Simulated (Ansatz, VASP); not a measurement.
# Cross-check of SnSO4 (Pnma (measured, COD) SnSO4, displaced supercell) between VASP and Ansatz, part 2 of 2

One calculation is typed for both programs; each brings its own data sets. How far apart do they land? Of the first pair: The cell is taken from a series of runs on this material, whose earlier steps may have relaxed, scaled, displaced or heated it; both programs get it as it stands.

VASP 6.6.1 and Ansatz 0.2.0.

So far. Step 3 (VASP: single point, PBEsol, pair 1): The run ends at a pressure of -4.89 GPa, with forces up to 5.1 eV/Å.

**6. VASP: single point, PBEsol, pair 2**

Level of this step: PBEsol; plane waves and PAW (Sn_d, S, O) (VASP).

The same cell, functional, mesh and smearing now go to VASP, with its own data sets.

Contents of INCAR:

```
SYSTEM = SnSO4
PREC = Accurate
ENCUT = 600
EDIFF = 1E-06
NELM = 120
ISMEAR = -1
SIGMA = 0.05
LREAL = Auto
ALGO = Normal
GGA = PS
NBANDS = 424
LORBIT = 11
LWAVE = .FALSE.
LCHARG = .FALSE.
ISIF = 2
LASPH = .TRUE.
GGA_COMPAT = .FALSE.
EFERMI = MIDGAP
NCORE = 2
```

Contents of POSCAR:

```
SnSO4
1.0
    8.8957700000     -0.0004500000     -0.0001400000
   -0.0005400000     11.0773200000      0.0010800000
   -0.0002200000      0.0014400000     14.4576900000
Sn S O
16 16 64
Direct
    0.2277000000      0.1247900000      0.0997400000
    0.2729600000      0.3747800000      0.3498800000
    0.7729400000      0.3748900000      0.4004200000
    0.7278600000      0.1248800000      0.1505000000
    0.2278900000      0.1247600000      0.5997500000
    0.2728200000      0.3748000000      0.8497200000
    0.7728500000      0.3748900000      0.9005000000
    0.7277400000      0.1248400000      0.6505400000
    0.2276300000      0.6247300000      0.0997900000
    0.2728400000      0.8747700000      0.3497400000
    0.7727800000      0.8748900000      0.4004900000
    0.7277900000      0.6248300000      0.1504800000
    0.2277600000      0.6247900000      0.5998300000
    0.2727700000      0.8747700000      0.8497900000
    0.7728300000      0.8748600000      0.9005300000
    0.7276100000      0.6248500000      0.6504500000
    0.0809300000      0.1248300000      0.3297300000
    0.4196600000      0.3748200000      0.0797000000
    0.9197900000      0.3748300000      0.1705100000
    0.5809000000      0.1248500000      0.4205400000
    0.0809100000      0.1248300000      0.8296800000
    0.4197000000      0.3748400000      0.5797700000
    0.9195900000      0.3748300000      0.6705600000
    0.5809500000      0.1248100000      0.9205700000
    0.0809500000      0.6248000000      0.3297500000
    0.4195400000      0.8748100000      0.0797000000
    0.9196800000      0.8748100000      0.1705600000
    0.5809200000      0.6247900000      0.4205000000
    0.0808800000      0.6248100000      0.8297200000
    0.4197700000      0.8748100000      0.5797200000
[... 60 atom lines left out ...]
    0.8977300000      0.7651900000      0.6102700000
    0.6028800000      0.7344100000      0.8602400000
    0.8977200000      0.9844300000      0.6102800000
    0.6027200000      0.5151800000      0.8603000000
    0.1026500000      0.7344500000      0.8899900000
    0.3977800000      0.7652000000      0.6400200000
```

Contents of KPOINTS:

```
Automatic mesh
0
Gamma
1 1 1
0 0 0
```

Potentials, in the order of the species: Sn_d, S and O (PBE family, release 64).

Command:

```sh
$ mpirun -np 8 vasp_gam
```

Numbers of over 12 decimals in the logs are rounded to 6 here.

The program printed:

```text
[banner, memory and clock lines left out]
running    8 mpi-ranks, on    1 nodes
[...]
[... a notice as in an earlier step ...]

 LDA part: xc-table for (Slater+PW92), standard interpolation
 POSCAR, INCAR and KPOINTS ok, starting setup
[...]
entering main loop
       N       E                     dE             d eps       ncg     rms          rms(c)
DAV:   1     0.181870312846E+05    0.18187E+05   -0.32939E+05   864   0.249E+03
DAV:   2     0.336361766846E+04   -0.14823E+05   -0.14308E+05   992   0.765E+02
DAV:   3    -0.219849013392E+03   -0.35835E+04   -0.33799E+04   984   0.329E+02
DAV:   4    -0.667933767793E+03   -0.44808E+03   -0.43911E+03  1024   0.117E+02
[...]
DAV:  15    -0.608342643383E+03    0.20066E-04   -0.16004E-04  1152   0.340E-02    0.444E-02
DAV:  16    -0.608342647662E+03   -0.42784E-05   -0.34411E-05  1056   0.122E-02    0.329E-02
DAV:  17    -0.608342647692E+03   -0.30042E-07   -0.31035E-06   752   0.472E-03
   1 F= -.60834265E+03 E0= -.60834265E+03  d E =-.422758E-16
```

OUTCAR, selected parts (step 6):

```text
  FREE ENERGIE OF THE ION-ELECTRON SYSTEM (eV)
  ---------------------------------------------------
  free  energy   TOTEN  =      -608.3426476919 eV

  energy  without entropy=     -608.3426476919  energy(sigma->0) =     -608.34264769
```

The run ends at a pressure of -1.90 GPa, with forces up to 0.17 eV/Å.

**7. Comparison**

What differs besides the data sets and the points named for the pairs above, as far as they apply: the cutoff is 420 eV in Ansatz and 600 eV in VASP (PREC = Accurate, projectors in real space). Total energies have different zeros and are not compared.

Compared:

| quantity | Ansatz | VASP | difference |
| --- | --- | --- | --- |
| pressure (GPa) | -1.26 | -1.90 | +0.64 |
| gap on the k mesh (eV) | 4.018 | 4.002 | +0.016 |

Forces on 10 of the 96 atoms, those with the largest forces and the largest differences (eV/Å; atoms numbered as in POSCAR):

| atom | Ansatz x, y, z | VASP x, y, z |
| --- | --- | --- |
| O39 | 0.032, 0.001, -0.046 | 0.116, 0.000, -0.124 |
| O40 | -0.033, 0.001, -0.045 | -0.118, 0.001, -0.119 |
| O56 | -0.031, 0.001, -0.043 | -0.117, 0.001, -0.121 |
| O66 | 0.036, 0.000, -0.027 | -0.091, -0.003, 0.017 |
| O67 | 0.033, 0.000, 0.027 | -0.095, -0.002, -0.017 |
| O68 | -0.036, 0.000, 0.028 | 0.091, 0.002, -0.017 |
| O69 | -0.033, -0.001, 0.045 | -0.119, 0.000, 0.122 |
| O72 | -0.034, 0.001, -0.045 | -0.116, 0.001, -0.120 |
| O85 | -0.031, -0.001, 0.044 | -0.118, 0.000, 0.122 |
| O87 | 0.032, 0.001, -0.043 | 0.116, 0.001, -0.120 |

The forces differ by 56 meV/Å r.m.s., which is 104.8 % of the r.m.s. force of 0.054 eV/Å (both taken over all components). A gap on the mesh is an upper bound, since the band edges may lie between its points.

**8. Ansatz: relaxation, PBEsol**

This run makes the geometry at which the two programs are then compared. The cell compared in this pair holds 1330.60 Å³, against 1424.68 Å³ for the pair before.

The structure compared here is the end of the Ansatz relaxation.

Contents of input.yaml:

```yaml
crystal:
  lattice:
    - [8.6374, -0.00044, -0.00014]
    - [-0.00052, 10.86424, 0.00106]
    - [-0.00022, 0.00141, 14.17959]
  atoms:
    - { symbol: Sn, position: [0.22359, 0.12474, 0.10061] }
    - { symbol: Sn, position: [0.27717, 0.3747, 0.3508] }
    - { symbol: Sn, position: [0.77726, 0.37497, 0.39964] }
    - { symbol: Sn, position: [0.72352, 0.12499, 0.14961] }
    - { symbol: S, position: [0.07595, 0.12476, 0.33432] }
    - { symbol: S, position: [0.42483, 0.37476, 0.08437] }
    - { symbol: S, position: [0.92477, 0.37488, 0.16586] }
    - { symbol: S, position: [0.57595, 0.12493, 0.41592] }
    - { symbol: O, position: [0.92173, 0.12454, 0.29351] }
    - { symbol: O, position: [0.57909, 0.37472, 0.04364] }
    - { symbol: O, position: [0.07901, 0.37507, 0.20663] }
    - { symbol: O, position: [0.42173, 0.12515, 0.45672] }
    - { symbol: O, position: [0.20186, 0.12488, 0.2624] }
    - { symbol: O, position: [0.299, 0.3748, 0.0124] }
    - { symbol: O, position: [0.79891, 0.37471, 0.23782] }
    - { symbol: O, position: [0.70184, 0.12475, 0.48784] }
    - { symbol: O, position: [0.09711, 0.01279, 0.39529] }
    - { symbol: O, position: [0.40387, 0.48682, 0.14526] }
    - { symbol: O, position: [0.90392, 0.26279, 0.10499] }
    - { symbol: O, position: [0.59715, 0.23691, 0.35496] }
    - { symbol: O, position: [0.90354, 0.48688, 0.10493] }
    - { symbol: O, position: [0.59667, 0.01284, 0.35503] }
    - { symbol: O, position: [0.09671, 0.23688, 0.39516] }
    - { symbol: O, position: [0.40374, 0.26273, 0.14529] }
    - { symbol: Sn, position: [0.22352, 0.12467, 0.6006] }
    - { symbol: Sn, position: [0.27719, 0.3747, 0.85058] }
    - { symbol: Sn, position: [0.77708, 0.37493, 0.89955] }
    - { symbol: Sn, position: [0.72359, 0.12485, 0.64965] }
    - { symbol: S, position: [0.07595, 0.1248, 0.83434] }
    - { symbol: S, position: [0.42454, 0.3748, 0.58441] }
[... 60 atom lines left out ...]
    - { symbol: O, position: [0.90375, 0.76277, 0.60502] }
    - { symbol: O, position: [0.59703, 0.73687, 0.85488] }
    - { symbol: O, position: [0.90372, 0.98685, 0.60502] }
    - { symbol: O, position: [0.59665, 0.51278, 0.85506] }
    - { symbol: O, position: [0.09668, 0.7368, 0.89532] }
    - { symbol: O, position: [0.40363, 0.76275, 0.64529] }
kpoints:
  mp_grid: { grid: [1, 1, 1] }
hamiltonian:
  xc: pbesol
scf:
  occupations: { method: fermi_dirac, width: 0.05 }
output:
  forces: true
  eigenvalues: true
  stress: true
relax:
  f_tol: 0.05
  max_steps: 70
```

Command:

```sh
$ ansatz run input.yaml --threads 4 --pin off --max-ram 8192MiB --backend cpu --events-out ev --progress --plain --runs-dir out
```

The program printed:

```text
[...]
Crystal: 96 atoms, lattice volume = 1330.596 Å³
Basis set: ecut = 420 eV, 26051 PW (Γ), exchange–correlation on 120×150×192 points (8 copies of the dense FFT grid, shifted against one another)
Bands: 448, of which v1, the nominal top of the filled ones, is band 352 counted from 1 (351 counted from 0)
Symmetry: 1 space group operations
[...]
k-points: 1
[...]
- { symbol: Sn, position: [0.277363, 0.874764, 0.849363] }
    - { symbol: Sn, position: [0.777378, 0.874901, 0.900944] }
    - { symbol: Sn, position: [0.723244, 0.624880, 0.650913] }
    - { symbol: S, position: [0.075115, 0.624769, 0.834043] }
    - { symbol: S, position: [0.425526, 0.874787, 0.584037] }
    - { symbol: S, position: [0.925523, 0.874854, 0.666229] }
    - { symbol: S, position: [0.575109, 0.624859, 0.916239] }
[...]
- { symbol: O, position: [0.905179, 0.986862, 0.605190] }
    - { symbol: O, position: [0.595309, 0.512841, 0.855221] }
    - { symbol: O, position: [0.095310, 0.736798, 0.895054] }
    - { symbol: O, position: [0.405198, 0.762775, 0.645074] }
```

**9. VASP: single point, PBEsol, pair 3**

The same cell, functional, mesh and smearing now go to VASP, with its own data sets.

INCAR is that of step 6.

Contents of POSCAR:

```
SnSO4
1.0
    8.6374000000     -0.0004400000     -0.0001400000
   -0.0005200000     10.8642400000      0.0010600000
   -0.0002200000      0.0014100000     14.1795900000
Sn S O
16 16 64
Direct
    0.2232300000      0.1247500000      0.0993200000
    0.2773400000      0.3747700000      0.3493500000
    0.7773800000      0.3749100000      0.4009400000
    0.7232300000      0.1248800000      0.1509400000
    0.2232300000      0.1247200000      0.5993500000
    0.2773800000      0.3747700000      0.8493200000
    0.7773500000      0.3749000000      0.9009200000
    0.7232200000      0.1248500000      0.6509200000
    0.2232200000      0.6247100000      0.0993400000
    0.2773600000      0.8747700000      0.3493100000
    0.7773600000      0.8749100000      0.4009100000
    0.7232000000      0.6248500000      0.1509300000
    0.2232400000      0.6247600000      0.5993400000
    0.2773600000      0.8747600000      0.8493600000
    0.7773800000      0.8749000000      0.9009400000
    0.7232400000      0.6248800000      0.6509100000
    0.0751000000      0.1247800000      0.3340300000
    0.4255000000      0.3747800000      0.0840400000
    0.9254900000      0.3748600000      0.1662300000
    0.5751100000      0.1248700000      0.4162200000
    0.0751200000      0.1247900000      0.8340400000
    0.4254400000      0.3747900000      0.5840400000
    0.9254600000      0.3748500000      0.6662400000
    0.5751200000      0.1248400000      0.9162400000
    0.0751100000      0.6247900000      0.3340300000
    0.4254400000      0.8747800000      0.0840500000
    0.9254400000      0.8748500000      0.1662300000
    0.5751300000      0.6248500000      0.4162200000
    0.0751200000      0.6247700000      0.8340400000
    0.4255300000      0.8747900000      0.5840400000
[... 60 atom lines left out ...]
    0.9052900000      0.7628500000      0.6052000000
    0.5954500000      0.7368600000      0.8551900000
    0.9051800000      0.9868600000      0.6051900000
    0.5953100000      0.5128400000      0.8552200000
    0.0953100000      0.7368000000      0.8950500000
    0.4052000000      0.7627800000      0.6450700000
```

KPOINTS is that of step 6.

Command:

```sh
$ mpirun -np 8 vasp_gam
```

The program printed:

```text
[... set-up lines as in an earlier step ...]
 entering main loop
       N       E                     dE             d eps       ncg     rms          rms(c)
DAV:   1     0.184753200209E+05    0.18475E+05   -0.32940E+05   856   0.255E+03
DAV:   2     0.350710496401E+04   -0.14968E+05   -0.14388E+05   976   0.789E+02
DAV:   3    -0.215144217796E+03   -0.37222E+04   -0.35279E+04  1008   0.332E+02
DAV:   4    -0.663113370138E+03   -0.44797E+03   -0.43774E+03   976   0.117E+02
[...]
DAV:  15    -0.608673475670E+03    0.38238E-04   -0.18497E-04  1104   0.383E-02    0.317E-02
DAV:  16    -0.608673481484E+03   -0.58149E-05   -0.48615E-05   960   0.133E-02    0.293E-02
DAV:  17    -0.608673481869E+03   -0.38424E-06   -0.28890E-06   696   0.501E-03
   1 F= -.60867348E+03 E0= -.60867348E+03  d E =-.133845E-15
```

Parts of OUTCAR (step 9):

```text
  FREE ENERGIE OF THE ION-ELECTRON SYSTEM (eV)
  ---------------------------------------------------
  free  energy   TOTEN  =      -608.6734818687 eV

  energy  without entropy=     -608.6734818687  energy(sigma->0) =     -608.67348187
```

The run ends at a pressure of -0.47 GPa, with forces up to 0.13 eV/Å.

**10. Side by side**

Compared:

| quantity | Ansatz | VASP | difference |
| --- | --- | --- | --- |
| pressure (GPa) | 0.23 | -0.47 | +0.70 |
| gap on the k mesh (eV) | 3.877 | 3.860 | +0.017 |

Forces on 7 of the 96 atoms, those with the largest forces and the largest differences (eV/Å; atoms numbered as in POSCAR):

| atom | Ansatz x, y, z | VASP x, y, z |
| --- | --- | --- |
| O33 | 0.003, 0.000, 0.001 | 0.125, 0.000, 0.044 |
| O34 | -0.003, 0.000, 0.001 | -0.124, 0.001, 0.044 |
| O35 | -0.003, 0.000, -0.001 | -0.126, 0.002, -0.046 |
| O49 | 0.003, 0.000, 0.001 | 0.124, -0.001, 0.043 |
| O50 | -0.002, 0.000, 0.001 | -0.126, 0.001, 0.045 |
| O67 | -0.003, 0.000, -0.001 | -0.126, 0.003, -0.046 |
| O83 | -0.003, 0.000, -0.001 | -0.126, 0.001, -0.045 |

The forces differ by 56 meV/Å r.m.s., where the r.m.s. force is 0.001 eV/Å in Ansatz and 0.056 eV/Å in VASP: the atoms lie near their places of rest in Ansatz, so a percentage would say little (all taken over all components). A gap on the mesh is an upper bound, since the band edges may lie between its points.

**11. Summary of results**

- r.m.s. force difference (single point, PBEsol, pair 1): 5.7 % of the r.m.s. force
- r.m.s. force difference (single point, PBEsol, pair 2): 56 meV/Å
- difference in pressure (single point, PBEsol, pair 2): 0.64 GPa
- r.m.s. force difference (single point, PBEsol, pair 3): 56 meV/Å
- difference in pressure (single point, PBEsol, pair 3): 0.70 GPa

The r.m.s. force difference is 56 meV/Å (single point, PBEsol, pair 2), beyond the 12 meV/Å picked in this series as the mark of a large difference. What causes the difference of the single point, PBEsol, pair 1 pair stays open here. What causes the difference of the single point, PBEsol, pair 2 pair stays open here. What causes the difference of the single point, PBEsol, pair 3 pair stays open here. 4 further pairs of this series are not shown here. Such differences can come from data sets, numerical settings and the points named under the comparisons, not from the functional's error against experiment.

[Lines on the potential files, build, host, timing and source positions are cut from VASP's logs without a mark.]

[Logs are printed without paths, hosts, clocks, repeated set-up lines and the standing remarks that a program may print on its own settings, such as how far it seeks lower states.]

[Hosts, paths, dates, database ids (printed as entryN), source tags and the programs' standing remarks are cut or masked in the printed files.]
